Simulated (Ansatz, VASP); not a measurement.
# Cross-check of SrTiO3 (Tausonite) between VASP and Ansatz

Aim: how closely do two programs agree when they are given the same cell, functional and k mesh?

Method: plane waves, with VASP 6.6.1 beside it; relaxation of cell and atoms at PBEsol and relaxation of cell and atoms at r2SCAN with rVV10, in Ansatz 0.2.0.

## (1) The structure

The structure is cubic, space group Pm-3m (No. 221). Conventional cell: a = 3.905 Å, b = 3.905 Å, c = 3.905 Å, α = 90.00°, β = 90.00°, γ = 90.00°. Nearest to Sr lie 12 O at 2.76 Å. Ti has 6 O at 1.95 Å nearest. Nearest to O lie 2 Ti at 1.95 Å and 4 Sr at 2.76 Å. Farther neighbours and most contacts between anions are not listed.

## (2) VASP: relaxation of cell and atoms, PBEsol

The relaxed volume is the usual yardstick between codes: its relative difference is about their pressure difference at one cell divided by the bulk modulus.

Lines of VASP's logs that name or quote its potential files are left out, and so is its time.

Contents of INCAR:

```
SYSTEM = SrTiO3
PREC = Accurate
ENCUT = 560
EDIFF = 1E-06
NELM = 100
ISMEAR = -1
SIGMA = 0.05
LREAL = .FALSE.
ALGO = Normal
GGA = PS
NBANDS = 26
LASPH = .TRUE.
LORBIT = 11
LWAVE = .FALSE.
LCHARG = .FALSE.
KPAR = 4
IBRION = 2
NSW = 60
ISIF = 3
EDIFFG = -0.01
```

Contents of POSCAR:

```
SrTiO3
1.0
    3.9052800000      0.0000000000      0.0000000000
    0.0000000000      3.9052800000      0.0000000000
    0.0000000000      0.0000000000      3.9052800000
Sr Ti O
1 1 3
Direct
    0.5000000000      0.5000000000      0.5000000000
    0.0000000000      0.0000000000      0.0000000000
    0.5000000000      0.0000000000      0.0000000000
    0.0000000000      0.5000000000      0.0000000000
    0.0000000000      0.0000000000      0.5000000000
```

Contents of KPOINTS:

```
Automatic mesh
0
Gamma
6 6 6
0 0 0
```

PAW data sets: Sr_sv, Ti_sv and O (PBE family, release 64).

The run is started by

```bash
$ mpirun -np 4 vasp_std
```

Numbers of over 12 decimals in the logs are rounded to 6 here.

The program printed:

```text
[banner, memory and clock lines left out]
running    4 mpi-ranks, on    1 nodes
 distrk:  each k-point on    1 cores,    4 groups
 distr:  one band on    1 cores,    1 groups

 POSCAR found type information on POSCAR SrTiO
 POSCAR found :  3 types and       5 ions
|                                                                             |
|               ----> ADVICE to this user running VASP <----                  |
|                                                                             |
|     You enforced a specific xc type in the INCAR file but a different       |
|     [... a line on the potential file left out ...]
|     I HOPE YOU KNOW WHAT YOU ARE DOING!                                     |
|                                                                             |

 LDA part: xc-table for (Slater+PW92), standard interpolation
 POSCAR, INCAR and KPOINTS ok, starting setup
 FFT: planning ... GRIDC
 FFT: planning ... GRID_SOFT
 FFT: planning ... GRID
 WAVECAR not read
 entering main loop
       N       E                     dE             d eps       ncg     rms          rms(c)
DAV:   1     0.444966005230E+03    0.44497E+03   -0.21899E+04  1040   0.176E+03
DAV:   2    -0.116261828921E+02   -0.45659E+03   -0.44312E+03  1266   0.467E+02
DAV:   3    -0.494454184231E+02   -0.37819E+02   -0.37635E+02  1190   0.140E+02
DAV:   4    -0.516041160725E+02   -0.21587E+01   -0.21555E+01  1752   0.284E+01
DAV:   5    -0.516571404218E+02   -0.53024E-01   -0.53002E-01  1390   0.362E+00    0.268E+01
DAV:   6    -0.420878019478E+02    0.95693E+01   -0.55472E+01  1524   0.682E+01    0.158E+01
DAV:   7    -0.421027721147E+02   -0.14970E-01   -0.78252E+00  1322   0.207E+01    0.110E+01
DAV:   8    -0.421297585795E+02   -0.26986E-01   -0.20350E+00  1274   0.146E+01    0.325E+00
DAV:   9    -0.420236825216E+02    0.10608E+00   -0.50211E-01  1338   0.715E+00    0.103E+00
DAV:  10    -0.420293219146E+02   -0.56394E-02   -0.15948E-01  1272   0.253E+00    0.101E+00
DAV:  11    -0.420163532174E+02    0.12969E-01   -0.51218E-02  1580   0.208E+00    0.167E-01
DAV:  12    -0.420163020021E+02    0.51215E-04   -0.26628E-03  1280   0.472E-01    0.905E-02
DAV:  13    -0.420163126168E+02   -0.10615E-04   -0.56274E-04  1712   0.187E-01    0.477E-02
DAV:  14    -0.420163093940E+02    0.32227E-05   -0.82080E-05  1262   0.117E-01    0.231E-02
DAV:  15    -0.420163065623E+02    0.28318E-05   -0.53201E-05  1402   0.661E-02    0.192E-02
DAV:  16    -0.420163052148E+02    0.13475E-05   -0.88806E-06  1240   0.384E-02    0.281E-03
DAV:  17    -0.420163052283E+02   -0.13490E-07   -0.47711E-07   766   0.708E-03
   1 F= -.42016305E+02 E0= -.42016305E+02  d E =-.420163E+02
 curvature:   0.00 expect dE= 0.000E+00 dE for cont linesearch  0.000E+00
 trial: gam= 0.00000 g(F)=  0.000E+00 g(S)=  0.736E-02 ort = 0.000E+00 (trialstep = 0.100E+01)
 search vector abs. value=  0.736E-02
 bond charge predicted
       N       E                     dE             d eps       ncg     rms          rms(c)
DAV:   1    -0.420737214191E+02   -0.57416E-01   -0.16130E+00  1214   0.127E+01    0.220E+00
DAV:   2    -0.420233761168E+02    0.50345E-01   -0.17653E-01  1224   0.397E+00    0.765E-01
DAV:   3    -0.420150746006E+02    0.83015E-02   -0.45132E-02  1312   0.142E+00    0.290E-01
DAV:   4    -0.420156998798E+02   -0.62528E-03   -0.10630E-02  1548   0.525E-01    0.269E-01
DAV:   5    -0.420158334047E+02   -0.13352E-03   -0.66894E-04  1376   0.202E-01    0.210E-01
DAV:   6    -0.420163346525E+02   -0.50125E-03   -0.89321E-04  1374   0.166E-01    0.794E-02
DAV:   7    -0.420164414440E+02   -0.10679E-03   -0.44035E-04  1530   0.124E-01    0.217E-02
DAV:   8    -0.420164523937E+02   -0.10950E-04   -0.46318E-05  1474   0.401E-02    0.582E-03
DAV:   9    -0.420164532655E+02   -0.87181E-06   -0.58637E-06  1326   0.121E-02
   2 F= -.42016453E+02 E0= -.42016453E+02  d E =-.148037E-03
 trial-energy change:   -0.000148  1 .order   -0.000112   -0.007363    0.007140
 step:   0.5115(harm=  0.5077)  dis= 0.00000  next Energy=   -42.018193 (dE=-0.189E-02)
 bond charge predicted
       N       E                     dE             d eps       ncg     rms          rms(c)
DAV:   1    -0.420318166064E+02   -0.15364E-01   -0.38443E-01  1220   0.626E+00    0.108E+00
DAV:   2    -0.420198829136E+02    0.11934E-01   -0.42419E-02  1210   0.202E+00    0.374E-01
DAV:   3    -0.420179329822E+02    0.19499E-02   -0.11001E-02  1172   0.653E-01    0.165E-01
DAV:   4    -0.420180174811E+02   -0.84499E-04   -0.25050E-03  1470   0.248E-01    0.149E-01
DAV:   5    -0.420180785836E+02   -0.61102E-04   -0.21532E-04  1652   0.143E-01    0.113E-01
DAV:   6    -0.420181756729E+02   -0.97089E-04   -0.18475E-04  1392   0.763E-02    0.390E-02
DAV:   7    -0.420181963742E+02   -0.20701E-04   -0.81475E-05  1718   0.441E-02    0.123E-02
DAV:   8    -0.420181976775E+02   -0.13033E-05   -0.39478E-06  1178   0.150E-02    0.276E-03
DAV:   9    -0.420181974649E+02    0.21261E-06   -0.18075E-06  1094   0.730E-03
   3 F= -.42018197E+02 E0= -.42018197E+02  d E =-.189224E-02
 curvature:  -0.25 expect dE=-0.730E-12 dE for cont linesearch -0.730E-12
 trial: gam=-0.00002 g(F)=  0.123E-64 g(S)=  0.288E-11 ort = 0.146E-06 (trialstep = 0.902E+00)
 search vector abs. value=  0.100E-09
 reached required accuracy - stopping structural energy minimisation
```

From OUTCAR (step 2):

```text
ion  position               nearest neighbor table
   1  0.500  0.500  0.500-   3 2.76   4 2.76   5 2.76   3 2.76   4 2.76   3 2.76   5 2.76   3 2.76
                             4 2.76   5 2.76   4 2.76   5 2.76   2 3.38   2 3.38   2 3.38   2 3.38
   2  0.000  0.000  0.000-   3 1.95   4 1.95   5 1.95   5 1.95   4 1.95   3 1.95   1 3.38   1 3.38
                             1 3.38   1 3.38   1 3.38   1 3.38   1 3.38   1 3.38
   3  0.500  0.000  0.000-   2 1.95   2 1.95   1 2.76   1 2.76   1 2.76   1 2.76
   4  0.000  0.500  0.000-   2 1.95   2 1.95   1 2.76   1 2.76   1 2.76   1 2.76
   5  0.000  0.000  0.500-   2 1.95   2 1.95   1 2.76   1 2.76   1 2.76   1 2.76

  LATTYP: Found a simple cubic cell.
 ALAT       =     3.9052800000

 Subroutine GETGRP returns: Found 48 space group operations
 (whereof 48 operations were pure point group operations)

The static configuration has the point symmetry O_h .

 Found     20 irreducible k-points:

   k-points           NKPTS =     20   k-points in BZ     NKDIM =     20   number of bands    NBANDS=     26

   dimension x,y,z NGX =    30 NGY =   30 NGZ =   30
   dimension x,y,z NGXF=    60 NGYF=   60 NGZF=   60

   ENCUT  =  560.0 eV  41.16 Ry    6.42 a.u.   7.54  7.54  7.54*2*pi/ulx,y,z

   NELECT =      40.0000    total number of electrons

 k-points in reciprocal lattice and weights: Automatic mesh
   0.00000000  0.00000000  0.00000000       0.005
   0.16666667  0.00000000  0.00000000       0.028
   0.33333333  0.00000000  0.00000000       0.028
   0.50000000  0.00000000  0.00000000       0.014
   0.16666667  0.16666667  0.00000000       0.056
   0.33333333  0.16666667  0.00000000       0.111
   0.50000000  0.16666667  0.00000000       0.056
   0.33333333  0.33333333  0.00000000       0.056
   0.50000000  0.33333333  0.00000000       0.056
[...]
0.50000000  0.50000000  0.33333333       0.028
   0.50000000  0.50000000  0.50000000       0.005

 average (electrostatic) potential at core
       1 -34.2398       2 -76.1743       3 -69.4532       4 -69.4532       5 -69.4532

 E-fermi :   5.0002

 k-point     1 :       0.0000    0.0000    0.0000
  band No.  band energies     occupation
    ...
     16       2.8858      2.00000
     17       2.8858      2.00000
     18       3.7303      2.00000
     19       3.7303      2.00000
     20       3.7303      2.00000
     21       5.8979      0.00000
     22       5.8979      0.00000
     23       5.8979      0.00000
     24       8.4693      0.00000
     25       8.4693      0.00000
    ...

 k-point     2 :       0.1667    0.0000    0.0000
  band No.  band energies     occupation
    ...
     16       2.5328      2.00000
     17       2.6411      2.00000
     18       2.9563      2.00000
     19       3.5774      2.00000
     20       3.5774      2.00000
     21       5.9415      0.00000
     22       6.4962      0.00000
     23       6.4962      0.00000
     24       8.4778      0.00000
     25       9.2151      0.00000
    ...

 k-point     3 :       0.3333    0.0000    0.0000
  band No.  band energies     occupation
    ...
     16       1.9451      2.00000
     17       1.9451      2.00000
     18       2.2179      2.00000
     19       3.4085      2.00000
     20       3.4085      2.00000
     21       6.0320      0.00000
     22       7.4618      0.00000
     23       7.4618      0.00000
     24       8.4863      0.00000
     25      10.2639      0.00000
    ...

  Total       -0.0000100     -0.0000100     -0.0000100     -0.0000000      0.0000000      0.0000000
  in kB       -0.0002702     -0.0002702     -0.0002702     -0.0000000      0.0000000      0.0000000
  external PRESSURE =      -0.0002702 kB  Pullay stress =       0.0000000 kB

  energy-cutoff  :      560.00
  volume of cell :       59.12
      direct lattice vectors                 reciprocal lattice vectors
     3.895559802 -0.000000000 -0.000000000     0.256702515 -0.000000000  0.000000000
     0.000000000  3.895559802 -0.000000000     0.000000000  0.256702515 -0.000000000
    -0.000000000  0.000000000  3.895559802     0.000000000  0.000000000  0.256702515

 POSITION                                       TOTAL-FORCE (eV/Angst)
 -----------------------------------------------------------------------------------
      1.94778      1.94778      1.94778        -0.000000     -0.000000      0.000000
      0.00000      0.00000      0.00000         0.000000      0.000000      0.000000
      1.94778     -0.00000     -0.00000         0.000000      0.000000      0.000000
      0.00000      1.94778     -0.00000         0.000000      0.000000      0.000000
     -0.00000      0.00000      1.94778         0.000000     -0.000000      0.000000
 -----------------------------------------------------------------------------------
    total drift:                                0.000000     -0.000000      0.000000

  FREE ENERGIE OF THE ION-ELECTRON SYSTEM (eV)
  ---------------------------------------------------
  free  energy   TOTEN  =       -42.0181974649 eV

  energy  without entropy=      -42.0181974631  energy(sigma->0) =      -42.01819746

 reached required accuracy - stopping structural energy minimisation

 total charge
# of ion       s       p       d       tot
------------------------------------------
    1        1.997   5.762   0.208   7.967
    2        2.236   6.332   1.782  10.350
    3        1.557   3.476   0.000   5.033
    4        1.557   3.476   0.000   5.033
    5        1.557   3.476   0.000   5.033
--------------------------------------------------
tot          8.905  22.522   1.990  33.418

[... 3 further parts left out ...]
```

This run has no spin polarisation, so a moment on Ti, if there is one, isn't seen. The gap is read on the k-mesh alone, so it is an upper bound where the band edges lie off the mesh. The PAW data sets were made with PBE, which is usual practice but a small mismatch for other functionals. The run keeps the 48 symmetry operations of its start, so it cannot find a distortion of lower symmetry.

(Continued in part 2 of 2.)

[Lines on the potential files, build, host, timing and source positions are cut from VASP's logs without a mark.]

[Logs are printed without paths, hosts, clocks, repeated set-up lines and the standing remarks that a program may print on its own settings, such as how far it seeks lower states.]

[Hosts, paths, dates, database ids (printed as entryN), source tags and the programs' standing remarks are cut or masked in the printed files.]
